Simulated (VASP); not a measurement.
The input files of a VASP run:

### KPOINTS
```
Automatic mesh
0
Gamma
14 14 14
0 0 0
```

### POSCAR
```
WSi2
1
   -1.5161143297     1.5161143297     3.7413836611
    1.5161143297    -1.5161143297     3.7413836611
    1.5161143297     1.5161143297    -3.7413836611
Si W
2 1
Direct
  0.6674239975   0.6674239975   0.0000000000
  0.3325760025   0.3325760025   0.0000000000
  0.0000000000   0.0000000000   0.0000000000
```

### INCAR
```
! general
SYSTEM  = WSi2
PREC    = Accurate
ENCUT   = 500
LREAL   = .FALSE.
LASPH   = .TRUE.

! electronic loop
EDIFF   = 1E-6
NELM    = 100
ALGO    = Normal
LMAXMIX = 6

! smearing
ISMEAR  = 1
SIGMA   = 0.1

! ions
IBRION  = 2
NSW     = 40
ISIF    = 3
EDIFFG  = -0.02
PSTRESS = 450

! output
LWAVE   = .FALSE.
LCHARG  = .FALSE.
```

POTCAR, in this order: Si W_sv (LDA.64 set). Program: vasp_std.

Problem. Write an equivalent input for Ansatz.

Solution. One equivalent input (not run):
Ansatz 0.2 input:
```yaml
crystal:
  lattice:
    - [-1.5161143, 1.5161143, 3.7413837]
    - [1.5161143, -1.5161143, 3.7413837]
    - [1.5161143, 1.5161143, -3.7413837]
  atoms:
    - { symbol: Si, position: [0.6674240, 0.6674240, 0.0000000] }
    - { symbol: Si, position: [0.3325760, 0.3325760, 0.0000000] }
    - { symbol: W, position: [0.0000000, 0.0000000, 0.0000000] }
kpoints:
  mp_grid: { grid: [14, 14, 14] }
hamiltonian:
  xc: lda
  pseudopotentials: { kind: paw }
scf:
  occupations: { method: methfessel_paxton, width: 0.1 }
  max_iter: 100
relax:
  max_steps: 40
  f_tol: 0.02
  cell: { p_target: 45 }
output: { forces: true, stress: true, eigenvalues: true }
```
What does not carry over: each code has its own PAW files, so the cut-off isn't converted (ENCUT is set for VASP's; basis.ecutwfc is left out, and Ansatz then takes the one that its files recommend); Ansatz stops its SCF on the density residual and VASP on the energy change (EDIFF); Ansatz's lda is the Perdew-Wang form, while the LDA potentials of VASP carry Perdew-Zunger's.

The compound is WSi2 in the MoSi2 type structure. It was relaxed first under an external pressure of 45 GPa.
